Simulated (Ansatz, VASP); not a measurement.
# Al2Pt (Al2Pt (Fm-3m)) in two plane-wave programs

Aim: how closely do two programs agree when they are given the same cell, functional and k mesh? The cell is taken from a series of runs on this material, whose earlier steps may have relaxed, scaled, displaced or heated it; both programs get it as it stands.

Main program and level: Ansatz 0.2.0; plane waves, with VASP 6.6.1 beside it; relaxation of cell and atoms at r2SCAN.

## (1) Starting point

Symmetry: Fm-3m, No. 225, cubic system. Conventional cell: a = 5.898 Å, b = 5.898 Å, c = 5.898 Å, α = 90.00°, β = 90.00°, γ = 90.00°. Nearest to Al lie 4 Pt at 2.55 Å. Nearest to Pt lie 8 Al at 2.55 Å. Farther neighbours are not listed.

Structure file:

```
Al Pt
1.0
     0.00000    2.94917    2.94917
     2.94917    0.00000    2.94917
     2.94917    2.94917    0.00000
Al Pt
2 1
Direct
  0.25000 0.25000 0.25000
  0.75000 0.75000 0.75000
  0.00000 0.00000 0.00000
```

## (2) VASP: relaxation of cell and atoms, r2SCAN

The relaxed volume is the usual yardstick between codes: in a stiff, nearly cubic crystal its relative difference is about their pressure difference at one cell divided by the bulk modulus.

Lines of VASP's logs that name or quote its potential files are left out, and so is its time.

Input file INCAR:

```
SYSTEM = Al2Pt
PREC = Accurate
ENCUT = 550
EDIFF = 1E-07
NELM = 120
ISMEAR = -1
SIGMA = 0.05
LREAL = .FALSE.
ALGO = Normal
METAGGA = R2SCAN
LASPH = .TRUE.
NBANDS = 14
LORBIT = 11
LWAVE = .FALSE.
LCHARG = .FALSE.
ISIF = 3
IBRION = 2
NSW = 80
EDIFFG = -0.005
GGA_COMPAT = .FALSE.
NELMIN = 4
LMIXTAU = .TRUE.
```

Input file POSCAR:

```
Al2Pt
1.0
    0.0000000000      2.9491710000      2.9491710000
    2.9491710000      0.0000000000      2.9491710000
    2.9491710000      2.9491710000      0.0000000000
Al Pt
2 1
Direct
    0.2499999152      0.2499999152      0.2499999152
    0.7499999152      0.7499999152      0.7499999152
    0.0000000000      0.0000000000      0.0000000000
```

Input file KPOINTS:

```
Automatic mesh
0
Gamma
11 11 11
0 0 0
```

Potentials, in the order of the species: Al and Pt (PBE family, release 64).

On the command line:

```bash
mpirun -np 1 vasp_std
```

Numbers of over 12 decimals in the logs are rounded to 6 here.

Output:

```text
[banner, memory and clock lines left out]
running    1 mpi-ranks, on    1 nodes
 distrk:  each k-point on    1 cores,    1 groups
 distr:  one band on    1 cores,    1 groups

 POSCAR found type information on POSCAR AlPt
 POSCAR found :  2 types and       3 ions
|                                                                             |
|               ----> ADVICE to this user running VASP <----                  |
|                                                                             |
|     You enforced a specific xc type in the INCAR file but a different       |
|     [... a line on the potential file left out ...]
|     I HOPE YOU KNOW WHAT YOU ARE DOING!                                     |
|                                                                             |

 LDA part: xc-table for (None), standard interpolation
 POSCAR, INCAR and KPOINTS ok, starting setup
 FFT: planning ... GRIDC
 FFT: planning ... GRID_SOFT
 FFT: planning ... GRID
 WAVECAR not read
 entering main loop
       N       E                     dE             d eps       ncg     rms          rms(c)
DAV:   1    -0.413991624108E+00   -0.41399E+00   -0.72200E+03  1584   0.106E+03
DAV:   2    -0.700781768638E+02   -0.69664E+02   -0.61511E+02  1876   0.182E+02
DAV:   3    -0.718506280749E+02   -0.17725E+01   -0.17564E+01  2070   0.285E+01
DAV:   4    -0.718659256231E+02   -0.15298E-01   -0.15296E-01  1786   0.307E+00
DAV:   5    -0.718662161194E+02   -0.29050E-03   -0.29049E-03  2098   0.446E-01    0.958E+00
DAV:   6    -0.679189733352E+02    0.39472E+01   -0.29537E+00  1766   0.171E+01    0.362E+00
DAV:   7    -0.678423963926E+02    0.76577E-01   -0.34427E-01  1750   0.559E+00    0.213E+00
DAV:   8    -0.679013784491E+02   -0.58982E-01   -0.86326E-02  1592   0.212E+00    0.518E-01
DAV:   9    -0.678949631851E+02    0.64153E-02   -0.26178E-02  1664   0.129E+00    0.182E-01
DAV:  10    -0.679068217111E+02   -0.11859E-01   -0.10085E-02  1634   0.764E-01    0.113E-01
DAV:  11    -0.679077388337E+02   -0.91712E-03   -0.10222E-03  1730   0.275E-01    0.313E-02
DAV:  12    -0.679078680956E+02   -0.12926E-03   -0.37897E-04  1838   0.201E-01    0.177E-02
DAV:  13    -0.679080587379E+02   -0.19064E-03   -0.92573E-05  1682   0.104E-01    0.624E-03
DAV:  14    -0.679080603409E+02   -0.16030E-05   -0.29431E-06  2032   0.147E-02    0.263E-03
DAV:  15    -0.679080603614E+02   -0.20471E-07   -0.46486E-07  1790   0.623E-03
   1 F= -.67908060E+02 E0= -.67902866E+02  d E =-.679081E+02
 curvature:   0.00 expect dE= 0.000E+00 dE for cont linesearch  0.000E+00
 trial: gam= 0.00000 g(F)=  0.384E-43 g(S)=  0.209E-03 ort = 0.000E+00 (trialstep = 0.100E+01)
 search vector abs. value=  0.209E-03
 bond charge predicted
       N       E                     dE             d eps       ncg     rms          rms(c)
DAV:   1    -0.679094541768E+02   -0.13938E-02   -0.19921E-02  1754   0.137E+00    0.233E-01
DAV:   2    -0.679080534990E+02    0.14007E-02   -0.57740E-03  1796   0.772E-01    0.648E-02
DAV:   3    -0.679080084193E+02    0.45080E-04   -0.20646E-04  1706   0.142E-01    0.228E-02
DAV:   4    -0.679079880781E+02    0.20341E-04   -0.32702E-05  1752   0.383E-02    0.993E-03
DAV:   5    -0.679079615827E+02    0.26495E-04   -0.32225E-05  1628   0.518E-02    0.455E-03
DAV:   6    -0.679079973234E+02   -0.35741E-04   -0.11952E-05  1600   0.271E-02    0.356E-03
DAV:   7    -0.679079975169E+02   -0.19357E-06   -0.74342E-07  1828   0.750E-03    0.623E-04
DAV:   8    -0.679079980581E+02   -0.54119E-06   -0.14310E-07  1474   0.332E-03    0.310E-04
DAV:   9    -0.679079979520E+02    0.10608E-06   -0.99670E-09   850   0.924E-04    0.132E-04
DAV:  10    -0.679079981134E+02   -0.16135E-06   -0.39172E-09   826   0.568E-04    0.289E-05
DAV:  11    -0.679079980250E+02    0.88393E-07   -0.11422E-09   814   0.300E-04
   2 F= -.67907998E+02 E0= -.67902794E+02  d E =0.623364E-04
 trial-energy change:    0.000062  1 .order    0.000025   -0.000209    0.000259
 step:   0.3390(harm=  0.4467)  dis= 0.00000  next Energy=   -67.908094 (dE=-0.339E-04)
 bond charge predicted
       N       E                     dE             d eps       ncg     rms          rms(c)
DAV:   1    -0.679086910436E+02   -0.69293E-03   -0.87102E-03  1754   0.908E-01    0.155E-01
DAV:   2    -0.679081023965E+02    0.58865E-03   -0.25372E-03  1802   0.511E-01    0.426E-02
DAV:   3    -0.679080893986E+02    0.12998E-04   -0.91801E-05  1694   0.949E-02    0.145E-02
DAV:   4    -0.679080837929E+02    0.56056E-05   -0.14334E-05  1722   0.253E-02    0.637E-03
DAV:   5    -0.679080789226E+02    0.48703E-05   -0.13693E-05  1612   0.338E-02    0.303E-03
DAV:   6    -0.679080913260E+02   -0.12403E-04   -0.50933E-06  1574   0.177E-02    0.233E-03
DAV:   7    -0.679080910448E+02    0.28124E-06   -0.32901E-07  1796   0.500E-03    0.370E-04
DAV:   8    -0.679080910158E+02    0.29006E-07   -0.66108E-08  1120   0.228E-03
   3 F= -.67908091E+02 E0= -.67902894E+02  d E =-.306544E-04
 curvature:  -0.21 expect dE=-0.201E-05 dE for cont linesearch -0.201E-05
 trial: gam=-0.16693 g(F)=  0.349E-44 g(S)=  0.936E-05 ort = 0.442E-04 (trialstep = 0.868E+00)
 search vector abs. value=  0.420E-06
 reached required accuracy - stopping structural energy minimisation
```

OUTCAR, selected parts (step 2):

```text
ion  position               nearest neighbor table
   1  0.250  0.250  0.250-   3 2.55   3 2.55   3 2.55   3 2.55   2 2.95   2 2.95   2 2.95   2 2.95
                             2 2.95   2 2.95
   2  0.750  0.750  0.750-   3 2.55   3 2.55   3 2.55   3 2.55   1 2.95   1 2.95   1 2.95   1 2.95
                             1 2.95   1 2.95
   3  0.000  0.000  0.000-   1 2.55   2 2.55   2 2.55   2 2.55   1 2.55   1 2.55   1 2.55   2 2.55

  LATTYP: Found a face centered cubic cell.
 ALAT       =     5.8983420000

 Subroutine GETGRP returns: Found 48 space group operations
 (whereof 48 operations were pure point group operations)

The static configuration has the point symmetry O_h .

 Found     56 irreducible k-points:

   k-points           NKPTS =     56   k-points in BZ     NKDIM =     56   number of bands    NBANDS=     14

   dimension x,y,z NGX =    32 NGY =   32 NGZ =   32
   dimension x,y,z NGXF=    64 NGYF=   64 NGZF=   64

   ENCUT  =  550.0 eV  40.42 Ry    6.36 a.u.   7.98  7.98  7.98*2*pi/ulx,y,z

   NELECT =      16.0000    total number of electrons

 k-points in reciprocal lattice and weights: Automatic mesh
   0.00000000  0.00000000  0.00000000       0.001
   0.09090909  0.00000000  0.00000000       0.006
   0.18181818  0.00000000  0.00000000       0.006
   0.27272727  0.00000000  0.00000000       0.006
   0.36363636  0.00000000  0.00000000       0.006
   0.45454545  0.00000000  0.00000000       0.006
   0.09090909  0.09090909  0.00000000       0.005
   0.18181818  0.09090909  0.00000000       0.018
   0.27272727  0.09090909  0.00000000       0.018
[...]
-0.36363636  0.45454545  0.18181818       0.018
  -0.27272727  0.45454545  0.18181818       0.018

 average (electrostatic) potential at core
       1 -75.3171       2 -75.3171       3 -72.0118

 E-fermi :   7.8408

 k-point     1 :       0.0000    0.0000    0.0000
  band No.  band energies     occupation
    ...
      2       2.5010      2.00000
      3       2.5010      2.00000
      4       2.5010      2.00000
      5       3.9224      2.00000
      6       3.9224      2.00000
      7      11.5620      0.00000
      8      11.8269      0.00000
      9      11.8269      0.00000
     10      11.8269      0.00000
     11      13.6609      0.00000
    ...

 k-point     2 :       0.0909    0.0000    0.0000
  band No.  band energies     occupation
    ...
      2       2.4357      2.00000
      3       2.5421      2.00000
      4       2.5421      2.00000
      5       3.9088      2.00000
      6       3.9088      2.00000
      7      10.3836      0.00000
      8      11.4984      0.00000
      9      11.4984      0.00000
     10      11.7223      0.00000
     11      14.0290      0.00000
    ...

 k-point     3 :       0.1818    0.0000    0.0000
  band No.  band energies     occupation
    ...
      2       2.2638      2.00000
      3       2.6462      2.00000
      4       2.6462      2.00000
      5       3.8915      2.00000
      6       3.8915      2.00000
      7       8.3684      0.00005
      8      10.8081      0.00000
      9      10.8081      0.00000
     10      12.0378      0.00000
     11      14.0398      0.00000
    ...

  Total        0.0139290      0.0139290      0.0139290      0.0000000     -0.0000000      0.0000000
  in kB        0.4345428      0.4345428      0.4345428      0.0000000     -0.0000000      0.0000000
  external PRESSURE =       0.4345428 kB  Pullay stress =       0.0000000 kB

  energy-cutoff  :      550.00
  volume of cell :       51.36
      direct lattice vectors                 reciprocal lattice vectors
    -0.000000000  2.950228377  2.950228377    -0.169478405  0.169478405  0.169478405
     2.950228377  0.000000000  2.950228377     0.169478405 -0.169478405  0.169478405
     2.950228377  2.950228377  0.000000000     0.169478405  0.169478405 -0.169478405

 POSITION                                       TOTAL-FORCE (eV/Angst)
 -----------------------------------------------------------------------------------
      1.47511      1.47511      1.47511         0.000000      0.000000      0.000000
      4.42534      4.42534      4.42534        -0.000000     -0.000000     -0.000000
      0.00000      0.00000      0.00000         0.000000      0.000000      0.000000
 -----------------------------------------------------------------------------------
    total drift:                               -0.000051     -0.000051     -0.000051

  FREE ENERGIE OF THE ION-ELECTRON SYSTEM (eV)
  ---------------------------------------------------
  free  energy   TOTEN  =       -67.9080910158 eV

  energy  without entropy=      -67.8976961570  energy(sigma->0) =      -67.90289359

 reached required accuracy - stopping structural energy minimisation

 total charge
# of ion       s       p       d       tot
------------------------------------------
    1        0.399   0.377   0.000   0.775
    2        0.399   0.377   0.000   0.775
    3        0.839   0.743   8.159   9.741
--------------------------------------------------
tot          1.636   1.496   8.159  11.292

[... 3 further parts left out ...]
```

## (3) Ansatz: relaxation of cell and atoms, r2SCAN

Ansatz runs on its PAW soft_1 files.

The same cell, functional, mesh and smearing now go to Ansatz.

Input file input.yaml:

```yaml
crystal:
  lattice:
    - [0.0, 2.9491706, 2.9491706]
    - [2.9491706, 0.0, 2.9491706]
    - [2.9491706, 2.9491706, 0.0]
  atoms:
    - { symbol: Al, position: [0.25, 0.25, 0.25] }
    - { symbol: Al, position: [0.75, 0.75, 0.75] }
    - { symbol: Pt, position: [0.0, 0.0, 0.0] }
basis:
  ecutwfc: 500
  xc_grid: 2
hamiltonian:
  xc: r2scan
  pseudopotentials: { kind: paw, azcp: { folder: soft_1 } }
kpoints:
  mp_grid: { grid: [11, 11, 11] }
scf:
  occupations: { method: fermi_dirac, width: 0.05 }
  max_iter: 150
output:
  forces: true
  stress: true
relax:
  f_tol: 0.01
  max_steps: 60
  cell: {}
checkpoint:
  write: "../r2scan.run"
  compress: false
  write_wavefunctions: false
  write_every: 100000
```

On the command line:

```bash
ansatz run input.yaml --threads 4 --pin off --max-ram 6594MiB --backend cpu --events-out ev --progress --plain --runs-dir out
```

Output:

```text
Engine: ansatz 0.2.0, x86_64-unknown-linux-gnu
Pseudopotentials: kind: paw
Pseudopotential: Al, paw, valence charge 3, recommended cutoff 500 eV (meta_gga), soft_1/Al.paw.azcp
Pseudopotential: Pt, paw, valence charge 18, recommended cutoff 500 eV (meta_gga), soft_1/Pt.paw.azcp
Functional definition: r2SCAN
  parameter k0 = 0.174
  parameter k1 = 0.065
  parameter a1 = 4.9479
  exchange = r2scan_x(k0 = k0, k1 = k1, a1 = a1)
  correlation = r2scan_c
Crystal: 3 atoms, lattice volume = 51.301 Å³
Basis set: ecut = 500 eV, 1291 PW (Γ), exchange–correlation on 64×64×64 points (8 copies of the dense FFT grid, shifted against one another)
Bands: 16, of which v1, the nominal top of the filled ones, is band 12 counted from 1 (11 counted from 0)
Symmetry: 48 space group operations
Space group: Fm-3m (ITA 225), of the structure as read, at distance tolerance 3.7e-5 Å
k-points: 56 of 1331
Non-local potential: Al, projectors of the file, l = 0: 2, l = 1: 2, l = 2: 1
Non-local potential: Pt, projectors of the file, l = 0: 3, l = 1: 2, l = 2: 2, l = 3: 1
PAW form: soft (Blöchl's): semilocal exchange-correlation on the pseudo side does not see the compensation charge
PAW frozen core: Al, regenerated for the run's functional (the file was generated under x = pbe(κ = 0.804, μ = 0.219515), c = pbe(β = 0.066725))
PAW frozen core: Pt, regenerated for the run's functional (the file was generated under x = pbe(κ = 0.804, μ = 0.219515), c = pbe(β = 0.066725))
PAW one-centre angular grid: Al, 302 points (default); XC on 160 Gauss nodes
PAW one-centre angular grid: Pt, 590 points (default); XC on 160 Gauss nodes
Initial density: superposition of atomic densities (chi_scale 0.1, normalization cell, long waves kept (reshape's long-wave potential 0.00 eV rms))
Initial wavefunctions: pseudopotential atomic-orbital guess
Functional: x = r2scan, c = r2scan; τ floored in thin density (d = 2e-4 eV/Å³)
SCF iter   1: F=—  HF=-13622.472054 eV  |F-HF|=—  |Δ(HF+E_count)|=         —  Δρ=7.79e-2  dr2=3.54e0  dr2_τ=1.74e-1  ethr=3.10e-3  ⟨swp⟩=6.2  Hψ=4807  notcnv=0
preconditioner: auto → Kerker (q_TF=auto, 2.404 Å⁻¹)  [metal: Δε(μ)=0.033 eV  Ē_g=8.535 eV  σ=0.050 eV  W_gap=0.16  n_scr=14 (ndim 8)  ℏωp=20.7 eV  f_vac=0.000  D(μ)=1.55/eV (n_scr^D=14)]
SCF iter   2: F=—  HF=-13621.898004 eV  |F-HF|=—  |Δ(HF+E_count)|=   5.74e-1  Δρ=2.42e-2  dr2=1.99e-1  dr2_τ=1.50e-1  ethr=3.10e-3  ⟨swp⟩=2.0  Hψ=2172  notcnv=0  defer=13
SCF iter   3: F=—  HF=-13621.961971 eV  |F-HF|=—  |Δ(HF+E_count)|=   6.40e-2  Δρ=1.35e-2  dr2=7.47e-2  dr2_τ=2.30e-3  ethr=8.30e-4  ⟨swp⟩=2.0  Hψ=1303  notcnv=0  defer=14
SCF iter   4: F=—  HF=-13621.977943 eV  |F-HF|=—  |Δ(HF+E_count)|=   1.60e-2  Δρ=2.12e-3  dr2=3.36e-3  dr2_τ=6.78e-5  ethr=3.11e-4  ⟨swp⟩=2.0  Hψ=1092  notcnv=0  defer=14
SCF iter   5: F=—  HF=-13621.978523 eV  |F-HF|=—  |Δ(HF+E_count)|=   5.79e-4  Δρ=5.28e-4  dr2=2.16e-4  dr2_τ=7.24e-6  ethr=1.40e-5  ⟨swp⟩=2.0  Hψ=1327  notcnv=0  defer=14
SCF iter   6: F=—  HF=-13621.978544 eV  |F-HF|=—  |Δ(HF+E_count)|=   2.14e-5  Δρ=2.11e-4  dr2=4.80e-5  dr2_τ=1.70e-6  ethr=9.00e-7  ⟨swp⟩=2.6  Hψ=1367  notcnv=0  defer=14
SCF iter   7: F=—  HF=-13621.978535 eV  |F-HF|=—  |Δ(HF+E_count)|=   8.54e-6  Δρ=3.06e-5  dr2=8.84e-7  dr2_τ=2.43e-8  ethr=2.00e-7  ⟨swp⟩=2.5  Hψ=1228  notcnv=0  defer=14
SCF iter   8: F=-13621.978536 eV  HF=-13621.978535 eV  |F-HF|=4.52e-9  |Δ(HF+E_count)|=   7.02e-8  Δρ=5.36e-6  dr2=9.80e-9  dr2_τ=6.37e-10  ethr=4.17e-10  ⟨swp⟩=5.0  Hψ=3184  notcnv=0
SCF 1 converged in 8 iterations: F = -13621.978536 eV  dr2 = 9.80e-9
  greatest PAW one-centre occupation: 1.000 electrons in one spin orbital (limit 2), on the Pt atom at site 2 (counted from 0), in its partial waves of l = 0
relax step   1: F+E_penalty+E_count = -13621.97853550 eV  Δ(F+E_penalty+E_count) = +0.000e0 eV  max|allowed force component| = 1.002e-17 eV/Å  Δτ_max = 0.0000 Å  P = +0.364 GPa  Ω = 51.301 Å³  (8 SCF iters, dr2 threshold 1.00e-7 eV, accepted)
[...]
relax step   2: F+E_penalty+E_count = -13621.97863332 eV  Δ(F+E_penalty+E_count) = -9.782e-5 eV  max|allowed force component| = 1.195e-16 eV/Å  Δτ_max = 0.0000 Å  P = -0.120 GPa  Ω = 51.477 Å³  energy of the carried Pulay correction = -3.489e-5 eV  (4 SCF iters, dr2 threshold 3.00e-7 eV, accepted)
[...]
relax step   3: F+E_penalty+E_count = -13621.97865835 eV  Δ(F+E_penalty+E_count) = -2.503e-5 eV  max|allowed force component| = 6.939e-17 eV/Å  Δτ_max = 0.0000 Å  P = -0.000 GPa  Ω = 51.433 Å³  energy of the carried Pulay correction = -2.621e-5 eV  (4 SCF iters, dr2 threshold 3.63e-8 eV, accepted)
[...]
relax step   4: F+E_penalty+E_count = -13621.97867878 eV  Δ(F+E_penalty+E_count) = -2.043e-5 eV  max|allowed force component| = 7.401e-17 eV/Å  Δτ_max = 0.0000 Å  P = +0.000 GPa  Ω = 51.433 Å³  stress off target by 3.37e-5 GPa  SCF on the basis re-selected at this cell (its energy is not comparable with the rows above)  (4 SCF iters)
basis re-selected at this cell: Δ(F+E_penalty+E_count) = -2.043e-5 eV, ΔP = +0.000 GPa vs the last step (what re-selecting the basis moved, of the pressure what is left beyond the Pulay correction that the steps carried, after the strain that the cell walked since its last selection, with what the two solves' SCF thresholds leave and, on support functions, any second-order correction that the steps lacked; it is no m [...]
SCF converged after 4 iterations
Free energy (F): -13621.978679 eV
Harris-Foulkes:  -13621.978679 eV  (|F-HF|=3.64e-12)
Internal energy: -13621.968289 eV  (E = F + TS)
E sigma→0 (E₀):  -13621.973484 eV
Entropy (-TS):   -0.010389 eV (-3.463 meV/atom)
Fermi energy:    11.326950 eV
--- Per-component energies (eV) ---
  E_band       = -329.776478
  E_kinetic    = 645.273072
  E_local      = -2664.262846  (includes V_loc(G=0)·N_el)
  E_nonlocal   = 222.677317
  E_hartree    = 1074.757628
  E_xc         = -292.472643
  E_vxc        = -367.050665  (∫ρ·V_xc dr)
  E_paw        = -10460.029856  (= ΣΔE_a)
  E_vpaw       = -339.319187  (= ΣTr[D̂ρ^β])
  E_aug_tail   = 0.000744  (compensation charges beyond the density's cutoff)
  E_vtau       = 23.389694  (kinetic-family band-sum trace: ∫τ·v_τ [+ j·A + Jᵃ·Aᵃ] dr)
  E_ewald      = -2147.559872
  E_core_change = -0.351833  (= ΣΔE_core)
  E_smearing   = -0.010389  (= −TS)
  E_closure    = 0.000000  (closes the sum)
  Σ components = -13621.978679   (vs F -13621.978679, Δ=0.00e0)
--- Forces (eV/Å), atoms counted from 1 ---
  atom   1  Al    -0.00000000     0.00000000     0.00000000
  atom   2  Al     0.00000000    -0.00000000    -0.00000000
  atom   3  Pt    -0.00000000     0.00000000     0.00000000
  max |Σ_I F_I| component: 1.50e-17 eV/Å
--- Stress (GPa, compression-positive) ---
        0.000034       0.000000       0.000000
        0.000000       0.000034       0.000000
        0.000000      -0.000000       0.000034
  P = ⅓ Tr σ = 0.0000 GPa (0.000 kbar)
--- Relaxed structure (3 steps of the walk, 3 accepted, 1 SCFs on fresh bases) ---
  F+E_penalty+E_count = -13621.97867878 eV   max|allowed force component| = 7.401e-17 eV/Å   (the final SCF, on the basis selected at the relaxed cell)
  cell:  # Å, volume = 51.4329 Å³
    - [0, 2.951688, 2.951688]
    - [2.951688, 0, 2.951688]
    - [2.951688, 2.951688, 0]
  atoms:
    - { symbol: Al, position: [0.25, 0.25, 0.25] }
    - { symbol: Al, position: [0.75, 0.75, 0.75] }
    - { symbol: Pt, position: [0, 0, 0] }
```

The column dr2 measures how far the density is from self-consistency, as an energy; F and HF (Harris–Foulkes) agree once it is small.

## (4) Side by side

Known differences besides the potentials themselves: VASP keeps PBE cores, Ansatz makes them for the functional; the data sets hold 24 valence electrons in Ansatz (on its PAW soft_1 files) and 16 in VASP; the cutoff is 500 eV in Ansatz and 550 eV in VASP; Ansatz adds a Pulay correction to the stress that steers its cell, VASP none. Total energies have different zeros and are not compared.

Both answers:

```tsv
quantity	Ansatz	VASP	difference
volume (Å³)	51.43	51.36	+0.15 %
edge a after relaxation, in the typed setting (Å)	4.174	4.172	+0.05 %
```

## (5) Outcome

```json
{"difference in volume (relaxation of cell and atoms, r2SCAN)": "0.15 %"}
```

**Reading.** The difference in volume is 0.15 % (relaxation of cell and atoms, r2SCAN), within the 1.2 % picked in this series as the mark of a large difference, as far as the stopping tolerances let one tell. The data sets hold unlike numbers of valence electrons (24 in Ansatz and 16 in VASP), so part of the differences comes from the potentials. How closely two codes agree says nothing of how well the functional describes the real material.

[Lines on the potential files, build, host, timing and source positions are cut from VASP's logs without a mark.]

[Logs are printed without paths, hosts, clocks, repeated set-up lines and the standing remarks that a program may print on its own settings, such as how far it seeks lower states.]

[Hosts, paths, dates, database ids (printed as entryN), source tags and the programs' standing remarks are cut or masked in the printed files.]
